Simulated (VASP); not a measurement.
# Vibrations of Hf (Hafnium): a test of the settings

How far do the zone-centre frequencies of Hf (Hafnium) depend on the numerical settings? The starting structure is a measured crystal structure from the Crystallography Open Database.

Main program and level: VASP 6.6.1; Kohn-Sham DFT with plane waves and PAW; LDA.

## (1) Starting point

The structure is hexagonal, space group P6_3/mmc (No. 194). The conventional cell has a = 3.197 Å, b = 3.197 Å, c = 5.058 Å, α = 90.00°, β = 90.00°, γ = 120.00°. Nearest to Hf lie 12 Hf at 3.13 to 3.20 Å.

## (2) Reference modes

The cell comes from a relaxation at this level, not shown (41.67 Å³).

INCAR reads:

```
SYSTEM = Hf
PREC = Accurate
ENCUT = 450
EDIFF = 1E-08
NELM = 100
ISMEAR = 1
SIGMA = 0.15
LREAL = .FALSE.
ALGO = Normal
GGA = CA
NBANDS = 16
LORBIT = 11
LWAVE = .FALSE.
LCHARG = .FALSE.
KPAR = 2
IBRION = 8
ISIF = 2
```

POSCAR reads:

```
Hf
1.0
    3.1192778156      0.0000000000      0.0000000000
   -1.5596389078      2.7013738298      0.0000000000
    0.0000000000      0.0000000000      4.9447047116
Hf
2
Direct
    0.6666666667      0.3333333333      0.7500000000
    0.3333333333      0.6666666667      0.2500000000
```

KPOINTS reads:

```
Automatic mesh
0
Gamma
12 12 8
0 0 0
```

The projector-augmented-wave data sets are Hf_pv (LDA family, release 64).

On the command line:

```
mpirun -np 2 vasp_std
```

Output:

```text
[banner, memory and clock lines left out]
running    2 mpi-ranks, on    1 nodes
 distrk:  each k-point on    1 cores,    2 groups
 distr:  one band on    1 cores,    1 groups

 POSCAR found type information on POSCAR Hf
 POSCAR found :  1 types and       2 ions
 LDA part: xc-table for (Slater(with rela. corr.)+CA(PZ))
 , standard interpolation
 POSCAR, INCAR and KPOINTS ok, starting setup
 FFT: planning ... GRIDC
 FFT: planning ... GRID_SOFT
 FFT: planning ... GRID
 WAVECAR not read
 entering main loop
       N       E                     dE             d eps       ncg     rms          rms(c)
DAV:   1     0.441616575675E+02    0.44162E+02   -0.10772E+04  3056   0.108E+03
DAV:   2    -0.206431925146E+02   -0.64805E+02   -0.63347E+02  4064   0.240E+02
DAV:   3    -0.220815841586E+02   -0.14384E+01   -0.14311E+01  3920   0.254E+01
DAV:   4    -0.220913273582E+02   -0.97432E-02   -0.97407E-02  3840   0.256E+00
DAV:   5    -0.220914427709E+02   -0.11541E-03   -0.11541E-03  3904   0.228E-01    0.683E+01
DAV:   6    -0.215792475432E+02    0.51220E+00   -0.43974E-01  3648   0.441E+00    0.402E+01
DAV:   7    -0.213964386046E+02    0.18281E+00   -0.70101E-01  3712   0.535E+00    0.189E+00
DAV:   8    -0.213881267439E+02    0.83119E-02   -0.41850E-02  3512   0.144E+00    0.240E-01
DAV:   9    -0.213882079075E+02   -0.81164E-04   -0.89323E-04  4136   0.217E-01    0.170E-01
DAV:  10    -0.213882049478E+02    0.29596E-05   -0.41957E-05  3600   0.468E-02    0.187E-01
DAV:  11    -0.213882021158E+02    0.28320E-05   -0.41450E-06  4024   0.136E-02    0.127E-02
DAV:  12    -0.213882020853E+02    0.30504E-07   -0.38008E-07  3704   0.426E-03    0.631E-03
DAV:  13    -0.213882020747E+02    0.10566E-07   -0.17486E-08  2672   0.101E-03    0.132E-03
DAV:  14    -0.213882020751E+02   -0.32628E-09   -0.20414E-09  2224   0.385E-04
   1 F= -.21388202E+02 E0= -.21388964E+02  d E =0.228613E-02
 Linear response reoptimize wavefunctions to high precision
DAV:   1    -0.213882020750E+02    0.66393E-10   -0.34689E-10  2408   0.147E-04
 Linear response DOF=           2
 Linear response progress:
  Degree of freedom:   1/  2
       N       E                     dE             d eps       ncg     rms          rms(c)
RMM:   1    -0.197473061545E+00   -0.19747E+00    0.46122E+00 12237   0.117E+01
RMM:   2    -0.202295722596E+00   -0.48227E-02   -0.37600E-02 18116   0.120E+00    0.598E-01
RMM:   3    -0.201576351618E+00    0.71937E-03   -0.42128E-03 22752   0.253E-01    0.125E-01
RMM:   4    -0.201243854512E+00    0.33250E-03   -0.46025E-04 26900   0.863E-02    0.192E-01
RMM:   5    -0.200864390762E+00    0.37946E-03   -0.41217E-05 24769   0.359E-02    0.146E-02
RMM:   6    -0.200784338465E+00    0.80052E-04   -0.21259E-05 27840   0.132E-02    0.289E-02
RMM:   7    -0.200787841669E+00   -0.35032E-05   -0.39088E-05 24711   0.406E-03    0.826E-03
RMM:   8    -0.200783377363E+00    0.44643E-05   -0.18144E-05 27652   0.207E-03    0.179E-02
RMM:   9    -0.200781019674E+00    0.23577E-05   -0.79427E-06 26079   0.117E-03    0.583E-03
RMM:  10    -0.200780968640E+00    0.51034E-07   -0.68528E-06 28263   0.498E-04    0.701E-04
RMM:  11    -0.200780936910E+00    0.31730E-07   -0.33894E-06 26990   0.216E-04    0.566E-04
RMM:  12    -0.200780913792E+00    0.23118E-07   -0.19369E-06 27734   0.111E-04    0.711E-05
RMM:  13    -0.200780933540E+00   -0.19748E-07   -0.10534E-06 26077   0.732E-05    0.476E-05
RMM:  14    -0.200780950128E+00   -0.16588E-07   -0.56300E-07 25562   0.610E-05    0.135E-05
RMM:  15    -0.200780971300E+00   -0.21172E-07   -0.29554E-07 22248   0.540E-05    0.206E-05
RMM:  16    -0.200780964227E+00    0.70732E-08   -0.16642E-07 20159   0.513E-05    0.101E-05
RMM:  17    -0.200780978729E+00   -0.14502E-07   -0.94489E-08 17495   0.496E-05    0.279E-06
RMM:  18    -0.200780963702E+00    0.15028E-07   -0.57080E-08 16552   0.488E-05    0.131E-06
RMM:  19    -0.200780978721E+00   -0.15020E-07   -0.39100E-08 15906   0.484E-05    0.238E-06
RMM:  20    -0.200780968900E+00    0.98216E-08   -0.26351E-08 14788   0.481E-05    0.129E-06
 first order change of Fermi-energy  -0.72339E-05
 force on displaced ion       1 direction 1 :  -1.853   0.000   0.000
 Linear response progress:
  Degree of freedom:   2/  2
       N       E                     dE             d eps       ncg     rms          rms(c)
RMM:   1    -0.240381506215E+00   -0.24038E+00    0.49208E+00  4419   0.122E+01
RMM:   2    -0.250226240185E+00   -0.98447E-02   -0.41863E-02  6498   0.124E+00    0.753E-01
RMM:   3    -0.249876255803E+00    0.34998E-03   -0.53848E-03  7542   0.277E-01    0.211E-01
RMM:   4    -0.249524477202E+00    0.35178E-03   -0.51732E-04  8979   0.945E-02    0.209E-01
RMM:   5    -0.249279899085E+00    0.24458E-03   -0.72362E-05  8859   0.413E-02    0.536E-02
RMM:   6    -0.249188063464E+00    0.91836E-04   -0.47676E-05  7595   0.190E-02    0.509E-02
RMM:   7    -0.249198324542E+00   -0.10261E-04    0.51464E-05  8405   0.656E-03    0.189E-02
RMM:   8    -0.249210283675E+00   -0.11959E-04   -0.82084E-06  9023   0.306E-03    0.376E-03
RMM:   9    -0.249200723829E+00    0.95598E-05    0.12972E-05  9120   0.167E-03    0.211E-03
RMM:  10    -0.249201165077E+00   -0.44125E-06    0.49572E-06  8794   0.571E-04    0.532E-04
RMM:  11    -0.249201311872E+00   -0.14680E-06    0.17202E-06  9361   0.255E-04    0.131E-04
RMM:  12    -0.249201328015E+00   -0.16143E-07    0.77348E-07  9529   0.114E-04    0.489E-05
RMM:  13    -0.249201212025E+00    0.11599E-06    0.15407E-06  9020   0.826E-05    0.286E-05
RMM:  14    -0.249201289139E+00   -0.77115E-07    0.78327E-07  9304   0.679E-05    0.153E-05
[...]
RMM:  22    -0.249201338625E+00    0.67799E-08    0.31409E-07  4627   0.551E-05    0.261E-07
RMM:  23    -0.249201325875E+00    0.12750E-07    0.35608E-07  4448   0.551E-05    0.383E-07
RMM:  24    -0.249201348491E+00   -0.22616E-07    0.30891E-07  4258   0.551E-05    0.264E-07
RMM:  25    -0.249201334711E+00    0.13780E-07    0.36807E-07  4113   0.551E-05    0.342E-07
RMM:  26    -0.249201336419E+00   -0.17081E-08    0.29555E-07  3944   0.551E-05    0.269E-07
RMM:  27    -0.249201342135E+00   -0.57153E-08    0.32916E-07  3863   0.550E-05    0.319E-07
RMM:  28    -0.249201348741E+00   -0.66069E-08    0.28610E-07  3764   0.550E-05    0.281E-07
RMM:  29    -0.249201338280E+00    0.10461E-07    0.31209E-07  3700   0.550E-05    0.303E-07
 first order change of Fermi-energy  -0.14778E-03
 force on displaced ion       1 direction 3 :  -0.000   0.000  -3.863
 Linear response finished
```

The job ended after 3.3 min (2 MPI ranks of Intel Xeon Platinum 8488C (Sapphire Rapids), shared host; peak memory 0.91 GiB).

The logs omit lines about the potential files and the build; timing stands in the text.

From OUTCAR (step 2):

```text
ion  position               nearest neighbor table
   1  0.667  0.333  0.750-   2 3.06   2 3.06   2 3.06   2 3.06   2 3.06   2 3.06
   2  0.333  0.667  0.250-   1 3.06   1 3.06   1 3.06   1 3.06   1 3.06   1 3.06

  LATTYP: Found a hexagonal cell.
 ALAT       =     3.1192778156
 C/A-ratio  =     1.5852081808

 Subroutine GETGRP returns: Found 24 space group operations
 (whereof 12 operations were pure point group operations)

The static configuration has the point symmetry D_3d.
 The point group associated with its full space group is D_6h.

 Found     95 irreducible k-points:

   k-points           NKPTS =     95   k-points in BZ     NKDIM =     95   number of bands    NBANDS=     16

   dimension x,y,z NGX =    24 NGY =   24 NGZ =   36
   dimension x,y,z NGXF=    48 NGYF=   48 NGZF=   72

   ENCUT  =  450.0 eV  33.07 Ry    5.75 a.u.   5.40  5.40  8.55*2*pi/ulx,y,z

   NELECT =      20.0000    total number of electrons

 k-points in reciprocal lattice and weights: Automatic mesh
   0.00000000  0.00000000  0.00000000       0.001
   0.08333333  0.00000000  0.00000000       0.005
   0.16666667  0.00000000  0.00000000       0.005
   0.25000000 -0.00000000  0.00000000       0.005
   0.33333333 -0.00000000  0.00000000       0.005
   0.41666667 -0.00000000  0.00000000       0.005
   0.50000000 -0.00000000  0.00000000       0.003
   0.08333333  0.08333333  0.00000000       0.005
   0.16666667  0.08333333  0.00000000       0.010
[...]
0.33333333  0.25000000  0.50000000       0.010
   0.33333333  0.33333333  0.50000000       0.002

 average (electrostatic) potential at core
       1 -36.9449       2 -36.9449

  Total       -0.0013976     -0.0013976      0.0016277      0.0000000      0.0000000      0.0000000
  in kB       -0.0537434     -0.0537434      0.0625892      0.0000000      0.0000000      0.0000000
  external PRESSURE =      -0.0149659 kB  Pullay stress =       0.0000000 kB

  energy-cutoff  :      450.00
  volume of cell :       41.67
      direct lattice vectors                 reciprocal lattice vectors
     3.119277816  0.000000000  0.000000000     0.320587027  0.185091006  0.000000000
    -1.559638908  2.701373830  0.000000000     0.000000000  0.370182012  0.000000000
     0.000000000  0.000000000  4.944704712     0.000000000  0.000000000  0.202236546

 POSITION                                       TOTAL-FORCE (eV/Angst)
 -----------------------------------------------------------------------------------
      1.55964      0.90046      3.70853        -0.000000      0.000000      0.000000
     -0.00000      1.80092      1.23618         0.000000     -0.000000      0.000000
 -----------------------------------------------------------------------------------
    total drift:                                0.000000     -0.000000      0.000000

 Eigenvectors and eigenvalues of the dynamical matrix
 ----------------------------------------------------

   1 f  =    3.252611 THz    20.436755 2PiTHz  108.495412 cm-1    13.451711 meV
             X         Y         Z           dx          dy          dz
      1.559639  0.900458  3.708529    -0.000000    0.000000    0.707107
     -0.000000  1.800916  1.236176     0.000000    0.000000   -0.707107

   2 f  =    2.252766 THz    14.154547 2PiTHz   75.144187 cm-1     9.316688 meV
             X         Y         Z           dx          dy          dz
      1.559639  0.900458  3.708529     0.000000    0.707107    0.000000
     -0.000000  1.800916  1.236176    -0.000000   -0.707107   -0.000000

   3 f  =    2.252766 THz    14.154547 2PiTHz   75.144187 cm-1     9.316688 meV
             X         Y         Z           dx          dy          dz
      1.559639  0.900458  3.708529    -0.707107    0.000000   -0.000000
     -0.000000  1.800916  1.236176     0.707107   -0.000000   -0.000000

   4 f  =    0.000000 THz     0.000000 2PiTHz    0.000001 cm-1     0.000000 meV
             X         Y         Z           dx          dy          dz
      1.559639  0.900458  3.708529    -0.127150   -0.693345   -0.055726
     -0.000000  1.800916  1.236176    -0.127150   -0.693345   -0.055726

   5 f  =    0.000000 THz     0.000000 2PiTHz    0.000001 cm-1     0.000000 meV
             X         Y         Z           dx          dy          dz
      1.559639  0.900458  3.708529    -0.695540    0.126120    0.017832
     -0.000000  1.800916  1.236176    -0.695540    0.126120    0.017832

   6 f/i=    0.000000 THz     0.000000 2PiTHz    0.000001 cm-1     0.000000 meV
             X         Y         Z           dx          dy          dz
      1.559639  0.900458  3.708529     0.007546   -0.058021    0.704682
     -0.000000  1.800916  1.236176     0.007546   -0.058021    0.704682

 ELASTIC MODULI CONTR FROM IONIC RELAXATION (kBar)
 Direction    XX          YY          ZZ          XY          YZ          ZX
 --------------------------------------------------------------------------------
 XX        -165.4330    165.4330      0.0000     -0.0000      0.0000      0.0000
 YY         165.4330   -165.4330     -0.0000      0.0000     -0.0000      0.0000
 ZZ           0.0000     -0.0000     -0.0000      0.0000     -0.0000      0.0000
 XY          -0.0000      0.0000      0.0000   -165.4330      0.0000      0.0000
 YZ           0.0000     -0.0000     -0.0000      0.0000     -0.0000      0.0000
 ZX           0.0000      0.0000      0.0000      0.0000      0.0000      0.0000
 --------------------------------------------------------------------------------
```

Energies printed during the response cycles are not total energies of the cell.

Reference: the zone-centre modes are B1g 108.5, E2g 75.1 cm⁻¹.

## (3) Modes with a 7×7×4 mesh

Against step 2 the input has a 7×7×4 mesh.

INCAR is that of step 2.

POSCAR is that of step 2.

KPOINTS reads:

```
Automatic mesh
0
Gamma
7 7 4
0 0 0
```

On the command line:

```
mpirun -np 2 vasp_std
```

Output:

```text
[... set-up lines as in an earlier step ...]
 entering main loop
       N       E                     dE             d eps       ncg     rms          rms(c)
DAV:   1     0.433045142110E+02    0.43305E+02   -0.10815E+04   768   0.108E+03
DAV:   2    -0.206606036485E+02   -0.63965E+02   -0.62691E+02  1024   0.240E+02
DAV:   3    -0.220775005974E+02   -0.14169E+01   -0.14134E+01  1024   0.250E+01
DAV:   4    -0.220867711269E+02   -0.92705E-02   -0.92693E-02   952   0.248E+00
[...]
DAV:  11    -0.213774245600E+02   -0.59508E-07   -0.38484E-06   952   0.115E-02    0.110E-02
DAV:  12    -0.213774244737E+02    0.86295E-07   -0.46018E-07   928   0.456E-03    0.388E-03
DAV:  13    -0.213774244665E+02    0.71477E-08   -0.12386E-08   704   0.907E-04
   1 F= -.21377424E+02 E0= -.21378478E+02  d E =0.316141E-02
 Linear response reoptimize wavefunctions to high precision
DAV:   1    -0.213774244665E+02    0.11369E-11   -0.13454E-09   696   0.293E-04
DAV:   2    -0.213774244665E+02    0.53888E-10   -0.14227E-10   512   0.950E-05
 Linear response DOF=           2
 Linear response progress:
[...]
RMM:  20    -0.200983945345E+00    0.26909E-07   -0.77830E-08  3262   0.154E-05    0.111E-06
RMM:  21    -0.200983960695E+00   -0.15350E-07   -0.54542E-08  3141   0.152E-05    0.717E-07
RMM:  22    -0.200983956130E+00    0.45652E-08   -0.38018E-08  2990   0.150E-05    0.586E-07
 first order change of Fermi-energy  -0.53088E-05
 force on displaced ion       1 direction 1 :  -1.003  -0.000   0.000
 Linear response progress:
  Degree of freedom:   2/  2
       N       E                     dE             d eps       ncg     rms          rms(c)
RMM:   1    -0.240403241581E+00   -0.24040E+00    0.49066E+00   975   0.121E+01
RMM:   2    -0.250352645538E+00   -0.99494E-02   -0.40228E-02  1404   0.121E+00    0.737E-01
RMM:   3    -0.250139158386E+00    0.21349E-03   -0.61787E-03  1594   0.274E-01    0.190E-01
RMM:   4    -0.249809343234E+00    0.32982E-03   -0.17129E-03  1875   0.911E-02    0.207E-01
[...]
RMM:  26    -0.249360004962E+00    0.10061E-07   -0.20752E-07   771   0.172E-05    0.247E-07
RMM:  27    -0.249360009791E+00   -0.48284E-08   -0.14681E-07   744   0.172E-05    0.108E-07
RMM:  28    -0.249360001152E+00    0.86383E-08   -0.19187E-07   729   0.172E-05    0.959E-08
 first order change of Fermi-energy  -0.69075E-04
 force on displaced ion       1 direction 3 :  -0.000   0.000  -2.128
 Linear response finished
```

It took 43 s on 2 MPI ranks; peak memory 0.39 GiB; 82 s of CPU time.

OUTCAR, selected parts (step 3):

```text
  Total        0.0548167      0.0548167      0.1151010      0.0000000      0.0000000      0.0000000
  in kB        2.1078734      2.1078734      4.4259926      0.0000000      0.0000000      0.0000000
  external PRESSURE =       2.8805798 kB  Pullay stress =       0.0000000 kB

 POSITION                                       TOTAL-FORCE (eV/Angst)
 -----------------------------------------------------------------------------------
      1.55964      0.90046      3.70853         0.000000      0.000000      0.000000
     -0.00000      1.80092      1.23618        -0.000000     -0.000000      0.000000
 -----------------------------------------------------------------------------------
    total drift:                                0.000000     -0.000000      0.000000

[... 1 part as in an earlier step ...]

[... 1 further part left out ...]
```

The log as kept lacks single lines of electronic cycles.

With a 7×7×4 mesh the modes are B1g 80.5, E2g 55.3 cm⁻¹; the largest shift is -28.0 cm⁻¹, in B1g, from the reference.

## (4) Modes with a cutoff of 220 eV

Against step 2 the input has ENCUT = 220.

INCAR, as its differences from that of step 3:

```diff
@@ -2,3 +2,3 @@
 PREC = Accurate
-ENCUT = 450
+ENCUT = 220
 EDIFF = 1E-08
```

POSCAR is that of step 3.

KPOINTS reads:

```
Automatic mesh
0
Gamma
12 12 8
0 0 0
```

On the command line:

```
mpirun -np 2 vasp_std
```

Output:

```text
[... set-up lines as in an earlier step ...]
 entering main loop
       N       E                     dE             d eps       ncg     rms          rms(c)
DAV:   1     0.250268036143E+02    0.25027E+02   -0.74036E+03  3320   0.635E+02
DAV:   2    -0.211720924873E+02   -0.46199E+02   -0.45173E+02  4152   0.167E+02
DAV:   3    -0.220618447284E+02   -0.88975E+00   -0.88565E+00  3856   0.189E+01
DAV:   4    -0.220675666642E+02   -0.57219E-02   -0.57213E-02  3984   0.183E+00
[...]
DAV:  12    -0.213639523157E+02    0.10289E-05   -0.51793E-07  4032   0.490E-03    0.371E-03
DAV:  13    -0.213639522162E+02    0.99482E-07   -0.84685E-09  2616   0.654E-04    0.156E-03
DAV:  14    -0.213639522180E+02   -0.17894E-08   -0.93613E-10  2168   0.241E-04
   1 F= -.21363952E+02 E0= -.21364721E+02  d E =0.230624E-02
 Linear response reoptimize wavefunctions to high precision
DAV:   1    -0.213639522435E+02   -0.25480E-07   -0.15938E-10  2320   0.952E-05
DAV:   2    -0.213639522435E+02   -0.13188E-10   -0.27271E-11  1880   0.409E-05
 Linear response DOF=           2
 Linear response progress:
[...]
RMM:  15    -0.199247537784E+00   -0.12376E-07   -0.32264E-07 20844   0.180E-05    0.230E-05
RMM:  16    -0.199247537265E+00    0.51955E-09   -0.17793E-07 17404   0.143E-05    0.369E-06
RMM:  17    -0.199247545087E+00   -0.78227E-08   -0.94965E-08 17621   0.126E-05    0.915E-07
 first order change of Fermi-energy  -0.72937E-05
 force on displaced ion       1 direction 1 :  -1.841   0.000   0.000
 Linear response progress:
  Degree of freedom:   2/  2
       N       E                     dE             d eps       ncg     rms          rms(c)
RMM:   1    -0.237685793980E+00   -0.23769E+00    0.49524E+00  4400   0.120E+01
RMM:   2    -0.248535774505E+00   -0.10850E-01   -0.39483E-02  6421   0.107E+00    0.764E-01
RMM:   3    -0.248171351680E+00    0.36442E-03   -0.53467E-03  7753   0.272E-01    0.217E-01
RMM:   4    -0.247860174296E+00    0.31118E-03   -0.73935E-04  8830   0.909E-02    0.213E-01
[...]
RMM:  25    -0.247501942111E+00   -0.27427E-08    0.50553E-07  3579   0.134E-05    0.226E-07
RMM:  26    -0.247501934599E+00    0.75125E-08    0.49406E-07  3401   0.134E-05    0.222E-07
RMM:  27    -0.247501960414E+00   -0.25815E-07    0.53488E-07  3267   0.134E-05    0.208E-07
 first order change of Fermi-energy  -0.14843E-03
 force on displaced ion       1 direction 3 :   0.000   0.000  -3.978
 Linear response finished
```

Run time: 41 s. Hardware: 2 MPI ranks; peak memory 0.46 GiB.

Parts of OUTCAR (step 4):

```text
  Total       -0.2709708     -0.2709708     -0.2717573     -0.0000000     -0.0000000      0.0000000
  in kB      -10.4196686    -10.4196686    -10.4499133     -0.0000000     -0.0000000      0.0000000
  external PRESSURE =     -10.4297502 kB  Pullay stress =       0.0000000 kB

 POSITION                                       TOTAL-FORCE (eV/Angst)
 -----------------------------------------------------------------------------------
      1.55964      0.90046      3.70853         0.000000     -0.000000      0.000000
     -0.00000      1.80092      1.23618        -0.000000      0.000000      0.000000
 -----------------------------------------------------------------------------------
    total drift:                                0.000000     -0.000000      0.000000

[... 1 part as in an earlier step ...]

[... 1 further part left out ...]
```

With a cutoff of 220 eV the modes are B1g 110.1, E2g 74.9 cm⁻¹; the largest shift is +1.6 cm⁻¹, in B1g, from the reference.

(Part 1 of 2 ends here.)

[Lines on the potential files, build, host, timing and source positions are cut from VASP's logs without a mark.]

[Logs are printed without paths, hosts, clocks, repeated set-up lines and the standing remarks that a program may print on its own settings, such as how far it seeks lower states.]

[Hosts, paths, dates, database ids (printed as entryN), source tags and the programs' standing remarks are cut or masked in the printed files.]
